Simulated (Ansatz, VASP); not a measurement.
# AlCo in two plane-wave programs, part 2 of 2

One calculation is typed for both programs; each brings its own data sets and cutoff. How far apart do they land? The cell is taken from a series of VASP runs on this material, whose earlier steps may have relaxed, scaled or displaced it; both programs get it as it stands.

VASP 6.6.1 and Ansatz 0.2.0.

So far: Starting point; VASP: relaxation of cell and atoms, PBE.

### Step 3. Ansatz: relaxation of cell and atoms, PBE

Level of this step: Ansatz beside VASP: Kohn-Sham DFT, plane waves, PBE (Ansatz).

Ansatz runs on its default PAW (the set named soft_2) files.

The same cell, functional, mesh and smearing now go to Ansatz, which takes its cutoff from its data sets.

input.yaml reads:

```yaml
crystal:
  lattice:
    - [2.8473199088, 0.0, 0.0]
    - [0.0, 2.8473199088, 0.0]
    - [0.0, 0.0, 2.8473199088]
  atoms:
    - { symbol: Co, position: [0.5, 0.5, 0.5], spin: 2.0 }
    - { symbol: Al, position: [0.0, 0.0, 0.0] }
hamiltonian:
  xc: pbe
  pseudopotentials: { kind: paw }
magnetization:
  spin_polarized: true
kpoints:
  mp_grid: { grid: [16, 16, 16] }
scf:
  occupations: { method: methfessel_paxton, width: 0.15 }
relax:
  f_tol: 0.01
  max_steps: 60
  cell: { stress_tol: 0.05 }
output:
  forces: true
  stress: true
```

Started as:

```sh
> ansatz run input.yaml --threads 4 --pin off --max-ram 9216MiB --backend cpu --events-out ev --progress --plain --runs-dir out
```

Numbers of over 12 decimals in the logs are rounded to 6 here.

Output:

```text
Engine: ansatz 0.2.0, aarch64-unknown-linux-gnu
Pseudopotentials: kind: paw
Pseudopotential: Co, paw, valence charge 17, recommended cutoff 420 eV (normal), Co.paw.azcp
Pseudopotential: Al, paw, valence charge 3, recommended cutoff 420 eV (normal), Al.paw.azcp
Functional definition: PBE
  parameter kappa = 0.804
  parameter beta = 0.066725
  exchange = pbe_x(kappa = kappa, mu = beta*pi^2/3)
  correlation = pbe_c(beta = beta)
Crystal: 2 atoms, lattice volume = 23.084 Å³
Basis set: ecut = 420 eV, 461 PW (Γ), exchange–correlation on 40×40×40 points (8 copies of the dense FFT grid, shifted against one another)
Bands: 15, of which v1, the nominal top of the filled ones, is band 10 counted from 1 (9 counted from 0)
Symmetry: 48 space group operations
Space group: Pm-3m (ITA 221), of the structure as read, at distance tolerance 2.8e-5 Å
Magnetic group: BNS 221.92 (UNI 1594), of the structure as read, at distance tolerance 2.8e-5 Å
k-points: 165 of 4096
Non-local potential: Co, projectors of the file, l = 0: 3, l = 1: 2, l = 2: 3, l = 3: 1
Non-local potential: Al, projectors of the file, l = 0: 2, l = 1: 2, l = 2: 1
PAW form: soft (Blöchl's): semilocal exchange-correlation on the pseudo side does not see the compensation charge
PAW one-centre angular grid: Co, 590 points (default); XC on 64 Gauss nodes
PAW one-centre angular grid: Al, 110 points (default); XC on 64 Gauss nodes
Initial density: superposition of atomic densities (chi_scale 0.1, normalization cell)
Starting moments: Σ|m| = 2 μB on 1 of 2 sites
Initial wavefunctions: pseudopotential atomic-orbital guess
Functional: x = pbe(κ = 0.804, μ = 0.219515), c = pbe(β = 0.066725)
SCF iter   1: F=—  HF=-5663.466742 eV  |F-HF|=—  |Δ(HF+E_count)|=         —  Δρ=7.41e-2 (↑7.41e-2 ↓3.29e-2)  dr2=1.32e0  dr2_m=1.88e-1  M=1.330 μB ∫|m|=1.681 μB  β_m=0.30  ethr=3.10e-3  ⟨swp⟩=4.1  Hψ=22212  notcnv=0
Mixer restart at iter 1: flushing history
preconditioner: auto → none  [metal: Δε(μ)=0.002 eV  Ē_g=9.370 eV  σ=0.150 eV  W_gap=0.01  n_scr=6 (ndim 8)  ℏωp=26.8 eV  f_vac=0.000  D(μ)=1.95/eV (n_scr^D=26)  sad-step TF]
SCF iter   2: F=—  HF=-5663.070148 eV  |F-HF|=—  |Δ(HF+E_count)|=   3.97e-1  Δρ=3.78e-2 (↑2.81e-2 ↓3.78e-2)  dr2=1.64e-1  dr2_m=1.96e-1  M=1.216 μB ∫|m|=1.571 μB  β_m=0.35  ethr=3.10e-3  ⟨swp⟩=2.8  Hψ=10549  notcnv=0  defer=204
SCF iter   3: F=—  HF=-5664.347349 eV  |F-HF|=—  |Δ(HF+E_count)|=         —  Δρ=1.93e-1 (↑1.93e-1 ↓1.33e-1)  dr2=6.36e-1  dr2_m=5.53e0  M=0.042 μB ∫|m|=0.158 μB  β_m=1.00  ethr=8.22e-4  ⟨swp⟩=2.6  Hψ=8031  notcnv=0  defer=208
Mixer restart at iter 3: flushing history
SCF iter   4: F=—  HF=-5666.598203 eV  |F-HF|=—  |Δ(HF+E_count)|=    2.25e0  Δρ=1.84e-1 (↑1.78e-1 ↓1.84e-1)  dr2=1.97e1  dr2_m=2.56e-3  M=0.067 μB ∫|m|=0.110 μB  β_m=0.35  ethr=2.50e-4  ⟨swp⟩=3.3  Hψ=14688  notcnv=0  defer=163
SCF iter   5: F=—  HF=-5667.061301 eV  |F-HF|=—  |Δ(HF+E_count)|=   4.63e-1  Δρ=1.49e-1 (↑1.49e-1 ↓1.34e-1)  dr2=1.10e1  dr2_m=1.16e-2  M=0.023 μB ∫|m|=0.067 μB  β_m=0.27  ethr=2.50e-4  ⟨swp⟩=3.8  Hψ=17463  notcnv=0  defer=196
SCF iter   6: F=—  HF=-5664.770953 eV  |F-HF|=—  |Δ(HF+E_count)|=    2.29e0  Δρ=9.69e-3 (↑5.91e-3 ↓9.69e-3)  dr2=3.11e-2  dr2_m=6.48e-3  M=0.032 μB ∫|m|=0.072 μB  β_m=0.64  ethr=2.50e-4  ⟨swp⟩=3.0  Hψ=15003  notcnv=0  defer=148
SCF iter   7: F=—  HF=-5664.868038 eV  |F-HF|=—  |Δ(HF+E_count)|=   9.71e-2  Δρ=1.07e-2 (↑9.51e-3 ↓1.07e-2)  dr2=3.67e-2  dr2_m=1.01e-4  M=0.010 μB ∫|m|=0.021 μB  β_m=0.52  ethr=1.56e-4  ⟨swp⟩=2.0  Hψ=12074  notcnv=0  defer=171
SCF iter   8: F=—  HF=-5664.841788 eV  |F-HF|=—  |Δ(HF+E_count)|=   2.62e-2  Δρ=2.90e-3 (↑1.28e-3 ↓2.90e-3)  dr2=6.66e-4  dr2_m=4.61e-4  M=0.013 μB ∫|m|=0.027 μB  β_m=0.76  ethr=1.56e-4  ⟨swp⟩=2.9  Hψ=9505  notcnv=0  defer=168
SCF iter   9: F=—  HF=-5664.842199 eV  |F-HF|=—  |Δ(HF+E_count)|=   4.11e-4  Δρ=1.49e-3 (↑1.49e-3 ↓1.81e-4)  dr2=4.07e-4  dr2_m=9.82e-5  M=0.005 μB ∫|m|=0.010 μB  β_m=0.88  ethr=3.33e-6  ⟨swp⟩=2.0  Hψ=8401  notcnv=0  defer=170
SCF iter  10: F=—  HF=-5664.837336 eV  |F-HF|=—  |Δ(HF+E_count)|=         —  Δρ=1.49e-3 (↑1.49e-3 ↓1.49e-3)  dr2=1.36e-3  dr2_m=3.71e-8  M=0.000 μB ∫|m|=0.000 μB  β_m=0.88  ethr=2.04e-6  ⟨swp⟩=1.1  Hψ=5004  notcnv=0  defer=170
Mixer restart at iter 10: flushing history
iteration 10: the input's own smearing fills from here on; a Gaussian of 0.15 eV has filled iterations ahead of it
SCF iter  11: F=—  HF=-5664.843201 eV  |F-HF|=—  |Δ(HF+E_count)|=   5.87e-3  S|Δr|=    0.00e0  Δρ=9.20e-3 (↑9.20e-3 ↓9.20e-3)  dr2=5.23e-2  dr2_m=6.20e-9  M=0.000 μB ∫|m|=0.000 μB  β_m=0.46  ethr=2.04e-6  ⟨swp⟩=2.8  Hψ=9533  notcnv=0  defer=170  recentre
SCF iter  12: F=—  HF=-5664.837171 eV  |F-HF|=—  |Δ(HF+E_count)|=   6.03e-3  S|Δr|=    0.00e0  Δρ=2.00e-4 (↑2.00e-4 ↓1.93e-4)  dr2=1.83e-5  dr2_m=1.53e-8  M=0.000 μB ∫|m|=0.000 μB  β_m=0.71  ethr=2.04e-6  ⟨swp⟩=2.1  Hψ=10341  notcnv=0  defer=166
SCF iter  13: F=—  HF=-5664.837193 eV  |F-HF|=—  |Δ(HF+E_count)|=   2.18e-5  S|Δr|=    0.00e0  Δρ=1.10e-5 (↑1.10e-5 ↓4.41e-6)  dr2=2.81e-8  dr2_m=3.13e-9  M=0.000 μB ∫|m|=0.000 μB  β_m=0.82  ethr=9.13e-8  ⟨swp⟩=2.2  Hψ=6536  notcnv=0  defer=165
SCF iter  14: F=—  HF=-5664.837193 eV  |F-HF|=—  |Δ(HF+E_count)|=   6.55e-9  S|Δr|=    0.00e0  Δρ=1.12e-5 (↑1.12e-5 ↓4.09e-6)  dr2=3.29e-8  dr2_m=3.05e-9  M=0.000 μB ∫|m|=0.000 μB  β_m=0.91  ethr=1.40e-10  ⟨swp⟩=3.7  Hψ=13557  notcnv=0
SCF iter  15: F=—  HF=-5664.837193 eV  |F-HF|=—  |Δ(HF+E_count)|=   1.66e-9  S|Δr|=    0.00e0  Δρ=5.63e-6 (↑9.11e-7 ↓5.63e-6)  dr2=3.39e-9  dr2_m=2.13e-9  M=0.000 μB ∫|m|=0.000 μB  β_m=0.95  ethr=1.40e-10  ⟨swp⟩=3.0  Hψ=12947  notcnv=0
SCF iter  16: F=—  HF=-5664.837193 eV  |F-HF|=—  |Δ(HF+E_count)|=   1.46e-9  S|Δr|=    0.00e0  Δρ=1.49e-6 (↑1.49e-6 ↓1.30e-6)  dr2=2.17e-9  dr2_m=2.70e-11  M=-0.000 μB ∫|m|=0.000 μB  β_m=0.89  ethr=1.69e-11  ⟨swp⟩=3.0  Hψ=11999  notcnv=0
SCF iter  17: F=-5664.837193 eV  HF=-5664.837193 eV  |F-HF|=8.55e-11  |Δ(HF+E_count)|=  3.14e-10  S|Δr|=    0.00e0  Δρ=6.30e-7 (↑3.03e-7 ↓6.30e-7)  dr2=1.20e-10  dr2_m=1.23e-11  M=-0.000 μB ∫|m|=0.000 μB  ethr=1.08e-11  ⟨swp⟩=2.5  Hψ=9783  notcnv=0
WARN: the starting moments were not kept: the SCF closed with an absolute magnetisation of 1.1e-5 μB, where they sum to 2 μB in size (1 site). That is at most 0.1 of that sum. Measured as dr2_m measures the in/out step, that magnetisation stands 2.5e-10 eV from none, at or under the dr2_threshold of 1.0e-7 eV: it is no larger than a step whose dr2_m would equal this threshold. The system may hold no moment; this SCF  [...]
SCF 1 converged in 17 iterations: F = -5664.837193 eV  dr2 = 1.20e-10
  greatest PAW one-centre occupation: 1.000 electrons in one spin orbital (limit 2), on the Co atom at site 0 (counted from 0), in its partial waves of l = 1
relax step   1: F+E_penalty+E_count = -5664.83719271 eV  Δ(F+E_penalty+E_count) = +0.000e0 eV  max|allowed force component| = 1.344e-28 eV/Å  Δτ_max = 0.0000 Å  P = +0.823 GPa  Ω = 23.084 Å³  (17 SCF iters, dr2 threshold 1.00e-7 eV, accepted)
[...]
relax step   2: F+E_penalty+E_count = -5664.83737037 eV  Δ(F+E_penalty+E_count) = -1.777e-4 eV  max|allowed force component| = 8.316e-30 eV/Å  Δτ_max = 0.0000 Å  P = +0.342 GPa  Ω = 23.145 Å³  energy of the carried Pulay correction = -4.317e-5 eV  (8 SCF iters, dr2 threshold 2.00e-7 eV, accepted)
[...]
relax step   3: F+E_penalty+E_count = -5664.83738623 eV  Δ(F+E_penalty+E_count) = -1.586e-5 eV  max|allowed force component| = 1.798e-29 eV/Å  Δτ_max = 0.0000 Å  P = +0.002 GPa  Ω = 23.188 Å³  energy of the carried Pulay correction = -7.398e-5 eV  (8 SCF iters, dr2 threshold 2.00e-7 eV, accepted)
[...]
relax step   4: F+E_penalty+E_count = -5664.83745397 eV  Δ(F+E_penalty+E_count) = -6.775e-5 eV  max|allowed force component| = 3.581e-29 eV/Å  Δτ_max = 0.0000 Å  P = +0.008 GPa  Ω = 23.188 Å³  stress off target by 7.97e-3 GPa  SCF on the basis re-selected at this cell (its energy is not comparable with the rows above)  (5 SCF iters)
basis re-selected at this cell: Δ(F+E_penalty+E_count) = -6.775e-5 eV, ΔP = +0.006 GPa vs the last step (what re-selecting the basis moved, of the pressure what is left beyond the Pulay correction that the steps carried, after the strain that the cell walked since its last selection, with what the two solves' SCF thresholds leave and, on support functions, any second-order correction that the steps lacked; it is no m [...]
SCF converged after 5 iterations
Stability not checked: this state was not tested for a lower state beside it, because cold or Methfessel-Paxton smearing, or corrected tetrahedra, fill the levels in a way that the test cannot read (fill_not_monotonic; see scf.lower_state_search)
Magnetization: -0.0000 μB (10.0000 up, 10.0000 down)
Absolute magnetization: 0.0000 μB (∫|ρ↑−ρ↓|, with the PAW one-centre terms)
Spin contamination: 0.0000 ħ² per cell (⟨S²⟩ above its minimum at these occupations)
Per-site moments (μB) at R_I (Å): [(-7.815674959140151e-7, 1.018692), (5.985028894820407e-8, 1.018692)]
Free energy (F): -5664.837454 eV
Harris-Foulkes:  -5664.837454 eV  (|F-HF|=6.37e-12)
Internal energy: -5664.838993 eV  (E = F + TS)
E sigma→0 (E₀):  -5664.837839 eV
Entropy (-TS):   0.001539 eV (0.770 meV/atom)
Fermi energy:    14.479646 eV
Step filling:    the computed levels leave a gap of 0.0052 eV = 0.0 smearing widths at the electron count; against every level under it full and every level over it empty, smearing changes F+E_penalty+E_count by +0.318 meV and its σ→0 estimate by -0.067 meV
--- Per-component energies (eV) ---
  E_band       = -284.583899
  E_kinetic    = 483.227458
  E_local      = -3674.252250  (includes V_loc(G=0)·N_el)
  E_nonlocal   = 466.432855
  E_hartree    = 1586.963569
  E_xc         = -200.740733
  E_vxc        = -236.805693  (∫ρ·V_xc dr)
  E_paw        = -1985.157071  (= ΣΔE_a)
  E_vpaw       = -497.113770  (= ΣTr[D̂ρ^β])
  E_aug_tail   = 0.000059  (compensation charges beyond the density's cutoff)
  E_ewald      = -2341.312881
  E_smearing   = 0.001539  (= −TS)
  E_closure    = 0.000000  (closes the sum)
  Σ components = -5664.837454   (vs F -5664.837454, Δ=0.00e0)
--- Forces (eV/Å), atoms counted from 1 ---
  atom   1  Co     0.00000000     0.00000000     0.00000000
  atom   2  Al    -0.00000000     0.00000000    -0.00000000
  max |Σ_I F_I| component: 7.14e-29 eV/Å
--- Stress (GPa, compression-positive) ---
        0.007968       0.000000      -0.000000
        0.000000       0.007968      -0.000000
       -0.000000      -0.000000       0.007968
  P = ⅓ Tr σ = 0.0080 GPa (0.080 kbar)
--- Relaxed structure (3 steps of the walk, 3 accepted, 1 SCFs on fresh bases) ---
  F+E_penalty+E_count = -5664.83745397 eV   max|allowed force component| = 3.581e-29 eV/Å   (the final SCF, on the basis selected at the relaxed cell)
  cell:  # Å, volume = 23.1881 Å³
    - [2.851598, 0, 0]
    - [0, 2.851598, 0]
    - [0, 0, 2.851598]
  atoms:
    - { symbol: Co, position: [0.5, 0.5, 0.5] }
    - { symbol: Al, position: [0, 0, 0] }
```

Run time: 11 s. Hardware: 4 threads of Arm Neoverse V1, shared host; peak memory 0.4 GiB; 35 s of CPU time.

### Step 4. Differences

Known differences besides the potentials themselves: both relaxations stop at a tolerance, which leaves soft axes loose, and VASP keeps its plane-wave basis; the data sets hold 20 valence electrons in Ansatz (default PAW (the set named soft_2) files) and 12 in VASP; the cutoff is 420 eV in Ansatz and 450 eV in VASP; VASP leaves aspherical gradient terms in its spheres out (LASPH is not set), Ansatz keeps them; Ansatz adds a Pulay correction to the stress that steers its cell, VASP none. Total energies have different zeros and are not compared.

Compared:

```
                                         quantity  Ansatz   VASP  difference
                                      volume (Å³)   23.19  23.18     +0.06 %
edge a after relaxation, in the typed setting (Å)   2.852  2.851     +0.02 %
```

The walks stopped with 0.01 GPa left in Ansatz and -0.01 GPa in VASP; each walk ends within a tolerance, so the volume difference is uncertain by about these residues over the bulk modulus, most in soft cells.

### Step 5. Results

| Property | Result |
| --- | --- |
| difference in volume (relaxation of cell and atoms, PBE) | 0.056 % |

**Reading.** The difference in volume is 0.056 % (relaxation of cell and atoms, PBE), within the 1.2 % picked in this series as the mark of a large difference, as far as the stopping tolerances let one tell. Such differences can come from data sets, numerical settings and the points named under the comparisons, not from the functional's error against experiment.

[Lines on the potential files, build, host, timing and source positions are cut from VASP's logs without a mark.]

[Logs are printed without paths, hosts, clocks, repeated set-up lines and the standing remarks that a program may print on its own settings, such as how far it seeks lower states.]

[Hosts, paths, dates, database ids (printed as entryN), source tags and the programs' standing remarks are cut or masked in the printed files.]
